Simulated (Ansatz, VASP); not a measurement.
# Cross-check of Co between VASP and Ansatz

One calculation is typed for both programs; each brings its own data sets. How far apart do they land? The structure shown is the end of the Ansatz relaxation below.

Calculated with Ansatz 0.2.0; plane waves, with VASP 6.6.1 beside it; single point at PBEsol.

## (1) Set-up

The structure is hexagonal, space group P6_3/mmc (No. 194). Conventional cell: a = 2.441 Å, b = 2.441 Å, c = 3.942 Å, α = 90.00°, β = 90.00°, γ = 120.00°. Co has 12 Co at 2.42 to 2.44 Å nearest.

## (2) Ansatz: relaxation, PBEsol

Ansatz runs on its PAW soft_1 files.

This run makes the geometry at which the two programs are then compared.

File input.yaml:

```yaml
crystal:
  lattice:
    - [2.4567210838, 0.0, 0.0]
    - [-1.2283605419, 2.1275828686, 0.0]
    - [0.0, 0.0, 3.9681891211]
  atoms:
    - { symbol: Co, position: [0.3333333333, 0.6666666667, 0.75], spin: 1.6 }
    - { symbol: Co, position: [0.6666666667, 0.3333333333, 0.25], spin: 1.6 }
magnetization:
  spin_polarized: true
kpoints:
  mp_grid: { grid: [20, 20, 11] }
scf:
  occupations: { method: fermi_dirac, width: 0.05 }
hamiltonian:
  xc: pbesol
  pseudopotentials: { kind: paw, azcp: { folder: soft_1 }, xc_functional: pbe }
basis:
  ecutwfc: 600
output:
  forces: true
  stress: true
  write_density: true
  write_potential: true
  elf: true
  volumetric_format: npy
relax:
  f_tol: 0.005
  max_steps: 70
  cell: { stress_tol: 0.02, p_target: 5 }
```

Command:

```console
$ ansatz run input.yaml --threads 3 --pin off --max-ram 5120MiB --backend cpu --events-out ev --progress --plain --runs-dir out
```

Numbers of over 12 decimals in the logs are rounded to 6 here.

What it wrote:

```text
Engine: ansatz 0.2.0, x86_64-unknown-linux-gnu
Pseudopotentials: kind: paw
Pseudopotential: Co, paw, valence charge 17, recommended cutoff 420 eV (normal), soft_1/Co.paw.azcp
Functional definition: PBEsol
  exchange = pbesol_x
  correlation = pbesol_c
Crystal: 2 atoms, lattice volume = 20.741 Å³
Basis set: ecut = 600 eV, 687 PW (Γ), exchange–correlation on 40×40×64 points (8 copies of the dense FFT grid, shifted against one another)
Bands: 23, of which v1, the nominal top of the filled ones, is band 17 counted from 1 (16 counted from 0)
Symmetry: 24 space group operations
Space group: P63/mmc (ITA 194), of the structure as read, at distance tolerance 2.7e-5 Å
Magnetic group: BNS 194.263 (UNI 1493), of the structure as read, at distance tolerance 2.7e-5 Å
k-points: 264 of 4400
Non-local potential: Co, projectors of the file, l = 0: 3, l = 1: 2, l = 2: 3, l = 3: 1
PAW form: soft (Blöchl's): semilocal exchange-correlation on the pseudo side does not see the compensation charge
PAW frozen core: Co, regenerated for the run's functional, and the local potential with it (the file was generated under x = pbe(κ = 0.804, μ = 0.219515), c = pbe(β = 0.066725))
PAW one-centre angular grid: Co, 590 points (default); XC on 64 Gauss nodes
Initial density: superposition of atomic densities (chi_scale 0.1, normalization cell)
Starting moments: Σ|m| = 3.2 μB on 2 of 2 sites
Initial wavefunctions: pseudopotential atomic-orbital guess
Functional: x = pbesol(κ = 0.804, μ = 0.123457), c = pbesol(β = 0.046)
SCF iter   1: F=—  HF=-10185.570340 eV  |F-HF|=—  |Δ(HF+E_count)|=         —  Δρ=9.94e-2 (↑3.94e-2 ↓9.94e-2)  dr2=2.62e0  dr2_m=1.80e-1  M=3.080 μB ∫|m|=3.186 μB  β_m=0.30  ethr=3.10e-3  ⟨swp⟩=5.4  Hψ=47450  notcnv=0
Mixer restart at iter 1: flushing history
preconditioner: auto → none  [metal: Δε(μ)=0.007 eV  Ē_g=9.429 eV  σ=0.050 eV  W_gap=0.03  n_scr=8 (ndim 8)  ℏωp=34.6 eV  f_vac=0.000  D(μ)=2.49/eV (n_scr^D=34)  sad-step TF]
SCF iter   2: F=—  HF=-10184.453050 eV  |F-HF|=—  |Δ(HF+E_count)|=    1.12e0  Δρ=4.01e-2 (↑3.23e-2 ↓4.01e-2)  dr2=1.07e-1  dr2_m=2.14e-1  M=3.173 μB ∫|m|=3.315 μB  β_m=0.34  ethr=3.10e-3  ⟨swp⟩=2.5  Hψ=24200  notcnv=0  defer=282
SCF iter   3: F=—  HF=-10185.064037 eV  |F-HF|=—  |Δ(HF+E_count)|=         —  Δρ=4.65e-2 (↑4.65e-2 ↓2.15e-2)  dr2=5.74e-2  dr2_m=2.05e-1  M=3.277 μB ∫|m|=3.466 μB  β_m=0.34  ethr=3.15e-4  ⟨swp⟩=2.0  Hψ=17082  notcnv=0  defer=282
Mixer restart at iter 3: flushing history
SCF iter   4: F=—  HF=-10185.482289 eV  |F-HF|=—  |Δ(HF+E_count)|=   4.18e-1  Δρ=2.87e-2 (↑2.87e-2 ↓1.33e-2)  dr2=2.17e-2  dr2_m=7.97e-2  M=3.240 μB ∫|m|=3.453 μB  β_m=0.62  ethr=1.69e-4  ⟨swp⟩=2.5  Hψ=21463  notcnv=0  defer=282
SCF iter   5: F=—  HF=-10185.981152 eV  |F-HF|=—  |Δ(HF+E_count)|=   4.99e-1  Δρ=1.38e-2 (↑1.38e-2 ↓1.07e-2)  dr2=7.32e-2  dr2_m=6.24e-4  M=3.176 μB ∫|m|=3.439 μB  β_m=0.79  ethr=6.38e-5  ⟨swp⟩=2.2  Hψ=22172  notcnv=0  defer=245
SCF iter   6: F=—  HF=-10186.013810 eV  |F-HF|=—  |Δ(HF+E_count)|=   3.27e-2  Δρ=6.52e-3 (↑6.52e-3 ↓4.62e-3)  dr2=1.28e-2  dr2_m=2.30e-4  M=3.159 μB ∫|m|=3.433 μB  β_m=0.71  ethr=6.38e-5  ⟨swp⟩=2.0  Hψ=24502  notcnv=0  defer=234
SCF iter   7: F=—  HF=-10186.008909 eV  |F-HF|=—  |Δ(HF+E_count)|=   4.90e-3  Δρ=2.11e-3 (↑2.11e-3 ↓1.22e-3)  dr2=1.07e-3  dr2_m=4.90e-5  M=3.158 μB ∫|m|=3.434 μB  β_m=0.86  ethr=3.76e-5  ⟨swp⟩=2.3  Hψ=20493  notcnv=0  defer=213
SCF iter   8: F=—  HF=-10186.008523 eV  |F-HF|=—  |Δ(HF+E_count)|=   3.86e-4  Δρ=4.11e-4 (↑4.11e-4 ↓1.44e-4)  dr2=2.46e-5  dr2_m=4.69e-6  M=3.157 μB ∫|m|=3.433 μB  β_m=0.93  ethr=3.13e-6  ⟨swp⟩=2.2  Hψ=17837  notcnv=0  defer=213
SCF iter   9: F=—  HF=-10186.008520 eV  |F-HF|=—  |Δ(HF+E_count)|=   3.11e-6  Δρ=4.19e-5 (↑4.19e-5 ↓2.76e-5)  dr2=4.03e-8  dr2_m=2.04e-7  M=3.157 μB ∫|m|=3.433 μB  β_m=0.96  ethr=7.25e-8  ⟨swp⟩=2.6  Hψ=19393  notcnv=0  defer=213
SCF iter  10: F=—  HF=-10186.008520 eV  |F-HF|=—  |Δ(HF+E_count)|=   4.15e-7  Δρ=8.28e-6 (↑2.19e-6 ↓8.28e-6)  dr2=1.14e-8  dr2_m=3.47e-9  M=3.157 μB ∫|m|=3.433 μB  β_m=0.97  ethr=1.18e-10  ⟨swp⟩=2.0  Hψ=21119  notcnv=0  defer=213
SCF iter  11: F=-10186.008520 eV  HF=-10186.008520 eV  |F-HF|=1.62e-10  |Δ(HF+E_count)|=   7.65e-9  Δρ=1.15e-6 (↑3.77e-7 ↓1.15e-6)  dr2=2.92e-10  dr2_m=3.44e-11  M=3.157 μB ∫|m|=3.433 μB  ethr=3.34e-11  ⟨swp⟩=5.0  Hψ=62909  notcnv=0
SCF 1 converged in 11 iterations: F = -10186.008520 eV  dr2 = 2.92e-10
  greatest PAW one-centre occupation: 1.001 electrons in one spin orbital (limit 2), on the Co atom at site 1 (counted from 0), in its partial waves of l = 1
relax step   1: F+E_penalty+E_count = -10186.00852007 eV  Δ(F+E_penalty+E_count) = +0.000e0 eV  max|allowed force component| = 6.476e-17 eV/Å  Δτ_max = 0.0000 Å  P = +0.005 GPa  Ω = 20.741 Å³  (11 SCF iters, dr2 threshold 1.00e-7 eV, accepted)
[...]
relax step   3: F+E_penalty+E_count = -10186.00232869 eV  Δ(F+E_penalty+E_count) = +4.457e-3 eV  max|allowed force component| = 4.626e-17 eV/Å  Δτ_max = 0.0000 Å  P = +5.080 GPa  Ω = 20.339 Å³  energy of the carried Pulay correction = +8.187e-5 eV  (8 SCF iters, dr2 threshold 2.00e-7 eV, accepted)
[...]
relax step   4: F+E_penalty+E_count = -10186.00251909 eV  Δ(F+E_penalty+E_count) = -1.904e-4 eV  max|allowed force component| = 7.401e-17 eV/Å  Δτ_max = 0.0000 Å  P = +5.000 GPa  Ω = 20.345 Å³  energy of the carried Pulay correction = +8.061e-5 eV  (6 SCF iters, dr2 threshold 2.25e-8 eV, accepted)
[...]
relax step   5: F+E_penalty+E_count = -10186.00243552 eV  Δ(F+E_penalty+E_count) = +8.357e-5 eV  max|allowed force component| = 8.095e-17 eV/Å  Δτ_max = 0.0000 Å  P = +5.002 GPa  Ω = 20.345 Å³  stress off target by 6.15e-3 GPa  SCF on the basis re-selected at this cell (its energy is not comparable with the rows above)  (8 SCF iters)
basis re-selected at this cell: Δ(F+E_penalty+E_count) = +8.357e-5 eV, ΔP = +0.002 GPa vs the last step (what re-selecting the basis moved, of the pressure what is left beyond the Pulay correction that the steps carried, after the strain that the cell walked since its last selection, with what the two solves' SCF thresholds leave and, on support functions, any second-order correction that the steps lacked; it is no m [...]
SCF converged after 8 iterations
Magnetization: 3.1332 μB (18.5666 up, 15.4334 down)
Absolute magnetization: 3.4027 μB (∫|ρ↑−ρ↓|, with the PAW one-centre terms)
Spin contamination: 0.0437 ħ² per cell (⟨S²⟩ above its minimum at these occupations)
Per-site moments (μB) at R_I (Å): [(1.628332, 0.999580), (1.628332, 0.999580)]
Free energy (F): -10186.002436 eV
Harris-Foulkes:  -10186.002436 eV  (|F-HF|=0.00e0)
Internal energy: -10185.989570 eV  (E = F + TS)
E sigma→0 (E₀):  -10185.996003 eV
Entropy (-TS):   -0.012865 eV (-6.433 meV/atom)
Fermi energy:    19.986463 eV
--- Per-component energies (eV) ---
  E_band       = -443.133579
  E_kinetic    = 586.580723
  E_local      = -5114.956517  (includes V_loc(G=0)·N_el)
  E_nonlocal   = 871.837472
  E_hartree    = 2278.469068
  E_xc         = -185.006954
  E_vxc        = -239.043039  (∫ρ·V_xc dr)
  E_paw        = -3076.348564  (= ΣΔE_a)
  E_vpaw       = -1104.490260  (= ΣTr[D̂ρ^β])
  E_aug_tail   = -0.000041  (compensation charges beyond the density's cutoff)
  E_ewald      = -5546.941596
  E_core_change = 0.376839  (= ΣΔE_core)
  E_smearing   = -0.012865  (= −TS)
  E_closure    = -0.000000  (closes the sum)
  Σ components = -10186.002436   (vs F -10186.002436, Δ=0.00e0)
--- Forces (eV/Å), atoms counted from 1 ---
  atom   1  Co    -0.00000000     0.00000000    -0.00000000
  atom   2  Co     0.00000000    -0.00000000     0.00000000
  max |Σ_I F_I| component: 1.39e-17 eV/Å
--- Stress (GPa, compression-positive) ---
        5.005437      -0.000000       0.000000
        0.000000       5.005437      -0.000000
        0.000000      -0.000000       4.993847
  P = ⅓ Tr σ = 5.0016 GPa (50.016 kbar)
--- Band table (eV; the first three rows and the last of 528) ---
  k-point 0 ↑: bands = [... 13 lower, 17.6760, 17.6760, 18.0641, 18.0641, 19.3059, 19.3059, 19.7590, 26.9004, ... 2 higher]
  k-point 1 ↑: bands = [... 13 lower, 17.6496, 17.6496, 18.1252, 18.1252, 19.3018, 19.3018, 19.4187, 27.4078, ... 2 higher]
  k-point 2 ↑: bands = [... 13 lower, 17.5776, 17.5776, 18.2780, 18.2780, 18.6454, 19.2841, 19.2841, 28.7002, ... 2 higher]
  k-point 263 ↓: bands = [... 13 lower, 18.0862, 19.6934, 19.8737, 21.1564, 21.1920, 26.4300, 26.4368, 28.3442, ... 2 higher]
--- Relaxed structure (4 steps of the walk, 4 accepted, 1 SCFs on fresh bases) ---
  F+E_penalty+E_count = -10186.00243552 eV   max|allowed force component| = 8.095e-17 eV/Å   (the final SCF, on the basis selected at the relaxed cell)
  cell:  # Å, volume = 20.3450 Å³
    - [2.441066, 0, 0]
    - [-1.220533, 2.114025, -5.061350312734088e-19]
    - [0, -9.440006095913302e-19, 3.942460]
  atoms:
    - { symbol: Co, position: [0.333333, 0.666667, 0.75] }
    - { symbol: Co, position: [0.666667, 0.333333, 0.250000] }
```

## (3) VASP: single point, PBEsol, pair 1

The same cell, functional, mesh and smearing now go to VASP, with its own data sets.

Lines of VASP's logs that name or quote its potential files are left out, and so is its time.

File INCAR:

```
SYSTEM = Co
PREC = Accurate
ENCUT = 600
EDIFF = 1E-06
NELM = 200
ISMEAR = -1
SIGMA = 0.05
LREAL = .FALSE.
ALGO = Normal
GGA = PS
NBANDS = 18
ISPIN = 2
MAGMOM = 1.63 1.63
LASPH = .TRUE.
LMAXMIX = 4
LORBIT = 11
LWAVE = .FALSE.
LCHARG = .FALSE.
ISIF = 2
GGA_COMPAT = .FALSE.
KPAR = 2
```

File POSCAR:

```
Co
1.0
    2.4410656545      0.0000000000      0.0000000000
   -1.2205328272      2.1140248691      0.0000000000
    0.0000000000      0.0000000000      3.9424595551
Co
2
Direct
    0.3333333334      0.6666666668      0.7500000000
    0.6666666668      0.3333333334      0.2500000000
```

File KPOINTS:

```
Automatic mesh
0
Gamma
20 20 11
0 0 0
```

Potentials, in the order of the species: Co (PBE family, release 64).

Command:

```console
$ mpirun -np 2 vasp_std
```

What it wrote:

```text
[banner, memory and clock lines left out]
running    2 mpi-ranks, on    1 nodes
 distrk:  each k-point on    1 cores,    2 groups
 distr:  one band on    1 cores,    1 groups

 POSCAR found type information on POSCAR Co
 POSCAR found :  1 types and       2 ions
|                                                                             |
|               ----> ADVICE to this user running VASP <----                  |
|                                                                             |
|     You enforced a specific xc type in the INCAR file but a different       |
|     [... a line on the potential file left out ...]
|     I HOPE YOU KNOW WHAT YOU ARE DOING!                                     |
|                                                                             |

 LDA part: xc-table for (Slater+PW92), standard interpolation
 POSCAR, INCAR and KPOINTS ok, starting setup
 FFT: planning ... GRIDC
 FFT: planning ... GRID_SOFT
 FFT: planning ... GRID
 WAVECAR not read
 entering main loop
       N       E                     dE             d eps       ncg     rms          rms(c)
DAV:   1     0.856679194052E+02    0.85668E+02   -0.88752E+03 19848   0.149E+03
DAV:   2    -0.142417771912E+02   -0.99910E+02   -0.90733E+02 19088   0.241E+02
DAV:   3    -0.179554170025E+02   -0.37136E+01   -0.35810E+01 20904   0.594E+01
DAV:   4    -0.180116813705E+02   -0.56264E-01   -0.56223E-01 23906   0.618E+00
DAV:   5    -0.180130358509E+02   -0.13545E-02   -0.13544E-02 21826   0.884E-01    0.168E+01
DAV:   6    -0.158720972254E+02    0.21409E+01   -0.95456E+00 20184   0.662E+01    0.709E+00
DAV:   7    -0.155152727104E+02    0.35682E+00   -0.13875E+00 22228   0.231E+01    0.397E+00
DAV:   8    -0.154937270857E+02    0.21546E-01   -0.16838E-02 25738   0.136E+00    0.201E+00
DAV:   9    -0.154762457106E+02    0.17481E-01   -0.27255E-03 31270   0.914E-01    0.683E-01
DAV:  10    -0.154767418363E+02   -0.49613E-03   -0.53575E-04 26872   0.342E-01    0.335E-01
DAV:  11    -0.154766176210E+02    0.12422E-03   -0.15411E-04 25566   0.204E-01    0.380E-02
DAV:  12    -0.154766141743E+02    0.34467E-05   -0.14579E-05 21710   0.313E-02    0.171E-02
DAV:  13    -0.154766129840E+02    0.11903E-05   -0.18006E-06 13268   0.192E-02    0.113E-02
DAV:  14    -0.154766133873E+02   -0.40329E-06   -0.78863E-07 13054   0.110E-02
   1 F= -.15476613E+02 E0= -.15470058E+02  d E =-.131113E-01  mag=     3.1258
```

OUTCAR, selected parts (step 3):

```text
ion  position               nearest neighbor table
   1  0.333  0.667  0.750-   2 2.42   2 2.42   2 2.42   2 2.42   2 2.42   2 2.42
   2  0.667  0.333  0.250-   1 2.42   1 2.42   1 2.42   1 2.42   1 2.42   1 2.42

  LATTYP: Found a hexagonal cell.
 ALAT       =     2.4410656545
 C/A-ratio  =     1.6150567470

 Subroutine GETGRP returns: Found 24 space group operations
 (whereof 12 operations were pure point group operations)

The static configuration has the point symmetry D_3d.
 The point group associated with its full space group is D_6h.

 Found    264 irreducible k-points:

   k-points           NKPTS =    264   k-points in BZ     NKDIM =    264   number of bands    NBANDS=     18

   dimension x,y,z NGX =    20 NGY =   20 NGZ =   32
   dimension x,y,z NGXF=    40 NGYF=   40 NGZF=   64

   ENCUT  =  600.0 eV  44.10 Ry    6.64 a.u.   4.88  4.88  7.87*2*pi/ulx,y,z

   NELECT =      18.0000    total number of electrons

 k-points in reciprocal lattice and weights: Automatic mesh
   0.00000000  0.00000000  0.00000000       0.000
   0.05000000  0.00000000  0.00000000       0.001
   0.10000000  0.00000000  0.00000000       0.001
   0.15000000  0.00000000  0.00000000       0.001
   0.20000000  0.00000000  0.00000000       0.001
   0.25000000  0.00000000  0.00000000       0.001
   0.30000000  0.00000000  0.00000000       0.001
   0.35000000  0.00000000  0.00000000       0.001
   0.40000000  0.00000000  0.00000000       0.001
[...]
0.30000000  0.30000000  0.45454545       0.003
   0.35000000  0.30000000  0.45454545       0.003

 average (electrostatic) potential at core
       1 -77.2774       2 -77.2774

 E-fermi :  10.9955

 spin component 1
 k-point     1 :       0.0000    0.0000    0.0000
  band No.  band energies     occupation
    ...
      8       9.0861      1.00000
      9       9.0861      1.00000
     10      10.3146      1.00000
     11      10.3146      1.00000
     12      10.8550      0.94319
     13      17.9607      0.00000
     14      33.4561      0.00000
     15      36.6562      0.00000
     16      36.6562      0.00000
     17      36.7639      0.00000
    ...

 k-point     2 :       0.0500    0.0000    0.0000
  band No.  band energies     occupation
    ...
      7       8.7429      1.00000
      8       9.0368      1.00000
      9       9.0565      1.00000
     10       9.7838      1.00000
     11      10.3277      1.00000
     12      11.4944      0.00005
     13      17.9735      0.00000
     14      32.9105      0.00000
     15      34.9709      0.00000
     16      35.4674      0.00000
    ...

 k-point     3 :       0.1000    0.0000    0.0000
  band No.  band energies     occupation
    ...
      7       8.7898      1.00000
      8       8.8610      1.00000
      9       8.9743      1.00000
     10       9.2811      1.00000
     11      10.3620      1.00000
     12      12.4230      0.00000
     13      18.0146      0.00000
     14      31.1044      0.00000
     15      33.8942      0.00000
     16      33.9843      0.00000
    ...

 k-point     4 :       0.1500    0.0000    0.0000
  band No.  band energies     occupation
    ...
      7       8.8175      1.00000
      8       8.8556      1.00000
      9       9.0487      1.00000
     10       9.0761      1.00000
     11      10.4065      0.99999
     12      13.4407      0.00000
     13      18.0921      0.00000
     14      28.7976      0.00000
     15      32.3891      0.00000
     16      33.4183      0.00000
    ...

 k-point     5 :       0.2000    0.0000    0.0000
  band No.  band energies     occupation
    ...
      7       8.9404      1.00000
      8       9.0223      1.00000
      9       9.0518      1.00000
     10       9.2920      1.00000
     11      10.4513      0.99998
     12      14.5309      0.00000
     13      18.2150      0.00000
     14      26.4647      0.00000
     15      30.9927      0.00000
     16      32.8477      0.00000
    ...

 k-point     6 :       0.2500    0.0000    0.0000
  band No.  band energies     occupation
    ...
      7       8.8118      1.00000
      8       9.3446      1.00000
      9       9.3601      1.00000
     10       9.5719      1.00000
     11      10.4906      0.99996
     12      15.6857      0.00000
     13      18.3784      0.00000
     14      24.2415      0.00000
     15      29.7287      0.00000
     16      31.7567      0.00000
    ...

  Total        0.5149813      0.5149813      0.5001919      0.0000000     -0.0000000      0.0000000
  in kB       40.5550813     40.5550813     39.3904005      0.0000000     -0.0000000      0.0000000
  external PRESSURE =      40.1668544 kB  Pullay stress =       0.0000000 kB

  energy-cutoff  :      600.00
  volume of cell :       20.34
      direct lattice vectors                 reciprocal lattice vectors
     2.441065655  0.000000000  0.000000000     0.409657150  0.236515666  0.000000000
    -1.220532827  2.114024869  0.000000000     0.000000000  0.473031332  0.000000000
     0.000000000  0.000000000  3.942459555     0.000000000  0.000000000  0.253648766

 POSITION                                       TOTAL-FORCE (eV/Angst)
 -----------------------------------------------------------------------------------
      0.00000      1.40935      2.95684        -0.000000      0.000000      0.000000
      1.22053      0.70467      0.98561         0.000000      0.000000      0.000000
 -----------------------------------------------------------------------------------
    total drift:                                0.000000      0.000000      0.000000

  FREE ENERGIE OF THE ION-ELECTRON SYSTEM (eV)
  ---------------------------------------------------
  free  energy   TOTEN  =       -15.4766133873 eV

  energy  without entropy=      -15.4635020835  energy(sigma->0) =      -15.47005774

 total charge
# of ion       s       p       d       tot
------------------------------------------
    1        0.517   0.583   7.305   8.405
    2        0.517   0.583   7.305   8.405
--------------------------------------------------
tot          1.034   1.167  14.610  16.811

 magnetization (x)
# of ion       s       p       d       tot
------------------------------------------
    1       -0.015  -0.051   1.633   1.566
    2       -0.015  -0.051   1.633   1.566
--------------------------------------------------
tot         -0.030  -0.103   3.265   3.132

[... 6 further parts left out ...]
```

The magnetic state follows from one typed start and may not be the lowest.

## (4) Side by side

Known differences besides the potentials themselves: VASP starts from the moments at which Ansatz ended; the data sets hold 34 valence electrons in Ansatz (on its PAW soft_1 files) and 18 in VASP; Ansatz makes its cores anew for this functional, VASP keeps those of its PBE data sets; Ansatz's pressure holds a Pulay correction, VASP's none; site moments are counted in spheres of each program's own size. Total energies have different zeros and are not compared.

Compared:

```tsv
quantity	Ansatz	VASP	difference
pressure (GPa)	5.00	4.02	+0.98
total moment (μB)	3.13	3.13	+0.01
moment on Co1 (μB)	1.63	1.57	+0.06
moment on Co2 (μB)	1.63	1.57	+0.06
```

(Part 1 of 2 ends here.)

[Lines on the potential files, build, host, timing and source positions are cut from VASP's logs without a mark.]

[Logs are printed without paths, hosts, clocks, repeated set-up lines and the standing remarks that a program may print on its own settings, such as how far it seeks lower states.]

[Hosts, paths, dates, database ids (printed as entryN), source tags and the programs' standing remarks are cut or masked in the printed files.]
